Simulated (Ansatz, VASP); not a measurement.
# TiNbSbC: VASP beside Ansatz, part 2 of 2

One calculation is typed for both programs; each brings its own data sets and cutoff. How far apart do they land? The cell is invented: As first built, before any earlier steps moved the atoms (in the runner's words): it takes the HfNbCN structure with some of its atoms replaced by other elements, volume scaled by an estimate. It may not be a known or stable phase. The cell is taken from a series of VASP runs on this material, whose earlier steps may have relaxed, scaled or displaced it; both programs get it as it stands.

VASP 6.6.1 and Ansatz 0.2.0.

So far: The structure; Ansatz: relaxation of cell and atoms, LDA; VASP: relaxation of cell and atoms, LDA.

### 3. VASP: relaxation of cell and atoms, LDA (continued)

Level of this step: LDA; plane waves and PAW (Sb, Nb_sv, Ti_sv, C); invented cell (VASP).

Numbers of over 12 decimals in the logs are rounded to 6 here.

From OUTCAR (step 3):

```text
ion  position               nearest neighbor table
   1  0.749  0.749  0.749-   3 2.92   3 2.92   3 2.92   2 2.94   2 2.94   2 2.94
   2  0.530  0.530  0.530-   4 2.17   4 2.17   4 2.17   3 2.81   3 2.81   3 2.81   1 2.94   1 2.94
                             1 2.94
   3  0.969  0.969  0.969-   4 2.12   4 2.12   4 2.12   2 2.81   2 2.81   2 2.81   1 2.92   1 2.92
                             1 2.92
   4  0.252  0.252  0.252-   3 2.12   3 2.12   3 2.12   2 2.17   2 2.17   2 2.17

  LATTYP: Found a trigonal (rhomboedric) cell.
 ALAT       =     6.8774745931
 COS(alpha) =     0.8893211694

 Subroutine GETGRP returns: Found  6 space group operations
 (whereof  6 operations were pure point group operations)

The static configuration has the point symmetry C_3v.

 Found     44 irreducible k-points:

   k-points           NKPTS =     44   k-points in BZ     NKDIM =     44   number of bands    NBANDS=     23

   dimension x,y,z NGX =    54 NGY =   54 NGZ =   54
   dimension x,y,z NGXF=   108 NGYF=  108 NGZF=  108

   ENCUT  =  520.0 eV  38.22 Ry    6.18 a.u.  12.79 12.79 12.79*2*pi/ulx,y,z

   NELECT =      34.0000    total number of electrons

 k-points in reciprocal lattice and weights: Automatic mesh
   0.00000000  0.00000000  0.00000000       0.003
   0.14285714  0.00000000 -0.00000000       0.017
   0.28571429  0.00000000 -0.00000000       0.017
   0.42857143 -0.00000000  0.00000000       0.017
   0.14285714  0.14285714 -0.00000000       0.017
   0.28571429  0.14285714  0.00000000       0.035
   0.42857143  0.14285714 -0.00000000       0.035
  -0.42857143  0.14285714  0.00000000       0.035
  -0.28571429  0.14285714 -0.00000000       0.035
[...]
0.42857143  0.42857143  0.42857143       0.006
  -0.42857143  0.42857143  0.42857143       0.017

 average (electrostatic) potential at core
       1 -82.5908       2 -77.3978       3 -69.7264       4 -47.5846

 E-fermi :  10.9907

 k-point     1 :       0.0000    0.0000    0.0000
  band No.  band energies     occupation
    ...
     12       7.1184      2.00000
     13       7.1184      2.00000
     14       7.6952      2.00000
     15      10.6491      1.99785
     16      10.6491      1.99785
     17      11.3917      0.00066
     18      12.1867      0.00000
     19      12.1867      0.00000
     20      13.3826      0.00000
     21      13.3826      0.00000
    ...

 k-point     2 :       0.1429    0.0000   -0.0000
  band No.  band energies     occupation
    ...
     13       7.2615      2.00000
     14       7.8562      2.00000
     15      10.1136      2.00000
     16      10.7499      1.98396
     17      10.8958      1.73950
     18      11.4863      0.00010
     19      12.1875      0.00000
     20      13.3139      0.00000
     21      13.5090      0.00000
     22      14.1139      0.00000
    ...

 k-point     3 :       0.2857    0.0000   -0.0000
  band No.  band energies     occupation
    ...
     14       7.9121      2.00000
     15       8.5746      2.00000
     16       9.3082      2.00000
     17      10.9780      1.12655
     18      11.0407      0.53802
     19      12.7578      0.00000
     20      12.8679      0.00000
     21      13.0931      0.00000
     22      13.7388      0.00000
     23      15.0278      0.00000

  Total       -0.0067068     -0.0067068      0.0098904      0.0000000     -0.0000000     -0.0000000
  in kB       -0.1792523     -0.1792523      0.2643395      0.0000000     -0.0000000     -0.0000000
  external PRESSURE =      -0.0313884 kB  Pullay stress =       0.0000000 kB

  energy-cutoff  :      520.00
  volume of cell :       59.95
      direct lattice vectors                 reciprocal lattice vectors
     1.612437025  0.930940441  6.655869559     0.310089630  0.179030362  0.050081119
    -1.612437025  0.930940441  6.655869559    -0.310089630  0.179030362  0.050081119
     0.000000000 -1.861881930  6.655869583     0.000000000 -0.358060724  0.050081091

 POSITION                                       TOTAL-FORCE (eV/Angst)
 -----------------------------------------------------------------------------------
      0.00000     -0.00000     14.95393        -0.000000      0.000000     -0.001026
      0.00000     -0.00000     10.56502        -0.000000      0.000000     -0.002333
      0.00000     -0.00000     19.35700        -0.000000      0.000000     -0.003032
      0.00000     -0.00000      5.04307         0.000000     -0.000000      0.006391
 -----------------------------------------------------------------------------------
    total drift:                                0.000000      0.000001     -0.000446

  FREE ENERGIE OF THE ION-ELECTRON SYSTEM (eV)
  ---------------------------------------------------
  free  energy   TOTEN  =       -37.2054763518 eV

  energy  without entropy=      -37.1819160570  energy(sigma->0) =      -37.19369620

 reached required accuracy - stopping structural energy minimisation

 total charge
# of ion       s       p       d       tot
------------------------------------------
    1        1.160   1.328   0.064   2.551
    2        2.173   6.038   2.564  10.775
    3        2.193   6.185   2.063  10.440
    4        0.877   1.549   0.000   2.426
--------------------------------------------------
tot          6.402  15.099   4.691  26.192

[... 3 further parts left out ...]
```

The run keeps the 6 symmetry operations of its start, so it cannot find a distortion of lower symmetry.

### 4. Comparison

Known differences besides the potentials themselves: the two LDA forms differ slightly; both relaxations stop at a tolerance, which leaves soft axes loose, and VASP keeps its plane-wave basis; the data sets hold 44 valence electrons in Ansatz (default PAW (the set named soft_2) files) and 34 in VASP; the cutoff is 420 eV in Ansatz and 520 eV in VASP; VASP's log shows a relativistic correction to its local exchange, Ansatz's none; Ansatz adds a Pulay correction to the stress that steers its cell, VASP none. Total energies have different zeros and are not compared.

The two programs side by side:

```
                                         quantity  Ansatz   VASP  difference
                                      volume (Å³)   59.84  59.95     -0.18 %
edge a after relaxation, in the typed setting (Å)   6.910  6.911     -0.02 %
```

The walks stopped with -0.03 GPa left in Ansatz and 0.00 GPa in VASP; each walk ends within a tolerance, so the volume difference is uncertain by about these residues over the bulk modulus, most in soft cells.

### 5. What came out

```yaml
difference_in_volume_relaxation_of_cell_and_atoms_lda: -0.18 %
```

**Reading.** The difference in volume is -0.18 % (relaxation of cell and atoms, LDA), within the 1.2 % picked in this series as the mark of a large difference, as far as the stopping tolerances let one tell. Such differences can come from data sets, numerical settings and the points named under the comparisons, not from the functional's error against experiment.

[Lines on the potential files, build, host, timing and source positions are cut from VASP's logs without a mark.]

[Logs are printed without paths, hosts, clocks, repeated set-up lines and the standing remarks that a program may print on its own settings, such as how far it seeks lower states.]

[Hosts, paths, dates, database ids (printed as entryN), source tags and the programs' standing remarks are cut or masked in the printed files.]
